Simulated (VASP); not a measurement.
A convergence study with VASP on ZnSe (zinc blende): a few settings are varied, all else stays as given below, so the limit is that of these other settings. The cell's lengths are 1 % over those of the tabulated start and one atom is moved, so it is off equilibrium.

```yaml
crystal:
  lattice:
    - [0.00000, 2.86335, 2.86335]
    - [2.86335, 0.00000, 2.86335]
    - [2.86335, 2.86335, 0.00000]
  atoms:
    - { symbol: Zn, position: [0.00000, 0.00000, 0.00000] }
    - { symbol: Se, position: [0.23942, 0.26058, 0.26058] }
```

All values below come from PBEsol GGA, VASP's PBE PAW potentials (set 64) (plane waves; VASP 6.6.1). The last row used: ADDGRID = .TRUE., 500 eV cut-off, 9×9×9 Γ-centred mesh, Gaussian smearing of 0.050 eV, potentials Zn Se.

Gaps are read on the run's mesh, which can miss a band edge.

| setting | E (eV/atom) | pressure (GPa) | gap on the mesh (eV) | plane waves |
|---|---|---|---|---|
| ADDGRID = unset, ENCUT = 200, PREC = Low | -3.1516 | -31.76 | 1.018 | 310 |
| ADDGRID = unset, ENCUT = 200, PREC = Normal | -3.1521 | -31.68 | 1.017 | 310 |
| ADDGRID = .TRUE., ENCUT = 200, PREC = Normal | -3.1513 | -31.64 | 1.017 | 310 |
| ADDGRID = unset, ENCUT = 200, PREC = Accurate | [?] | -31.68 | 1.016 | 310 |
| ADDGRID = .TRUE., ENCUT = 200, PREC = Accurate | -3.1494 | -31.70 | 1.016 | 310 |
| ADDGRID = unset, ENCUT = 300, PREC = Low | -3.3723 | -2.74 | 0.985 | 562 |
| ADDGRID = unset, ENCUT = 300, PREC = Normal | -3.3721 | -2.62 | 0.984 | 562 |
| ADDGRID = .TRUE., ENCUT = 300, PREC = Normal | -3.3719 | -2.62 | 0.983 | 562 |
| ADDGRID = unset, ENCUT = 300, PREC = Accurate | -3.3718 | -2.62 | 0.984 | 562 |
| ADDGRID = .TRUE., ENCUT = 300, PREC = Accurate | -3.3719 | -2.62 | 0.983 | 562 |
| ADDGRID = unset, ENCUT = 400, PREC = Low | -3.3730 | -2.93 | 0.989 | 881 |
| ADDGRID = unset, ENCUT = 400, PREC = Normal | -3.3726 | -2.79 | 0.987 | 881 |
| ADDGRID = .TRUE., ENCUT = 400, PREC = Normal | -3.3725 | -2.80 | 0.987 | 881 |
| ADDGRID = unset, ENCUT = 400, PREC = Accurate | -3.3725 | -2.80 | 0.987 | 881 |
| ADDGRID = .TRUE., ENCUT = 400, PREC = Accurate | -3.3725 | -2.80 | 0.987 | 881 |
| ADDGRID = unset, ENCUT = 500, PREC = Low | [?] | [?] | [?] | 1243 |
| ADDGRID = unset, ENCUT = 500, PREC = Normal | -3.3735 | -2.57 | 0.989 | 1243 |
| ADDGRID = .TRUE., ENCUT = 500, PREC = Normal | -3.3735 | -2.56 | 0.988 | 1243 |
| ADDGRID = unset, ENCUT = 500, PREC = Accurate | -3.3735 | -2.56 | 0.988 | 1243 |
| ADDGRID = .TRUE., ENCUT = 500, PREC = Accurate | -3.3735 | -2.56 | 0.988 | 1243 |

What belongs in the gaps?

- ADDGRID = unset, ENCUT = 500, PREC = Low, E (eV/atom): -3.3740
- ADDGRID = unset, ENCUT = 500, PREC = Low, pressure (GPa): -2.69
- ADDGRID = unset, ENCUT = 500, PREC = Low, gap on the mesh (eV): 0.990
- ADDGRID = unset, ENCUT = 200, PREC = Accurate, E (eV/atom): -3.1495

Left out are rungs that failed or repeat a setting and relaxations that didn't move; long series are thinned to 24 rows.

The compound is ZnSe in the zinc blende structure. The cell was not relaxed at this level, it is distorted from the ideal structure.
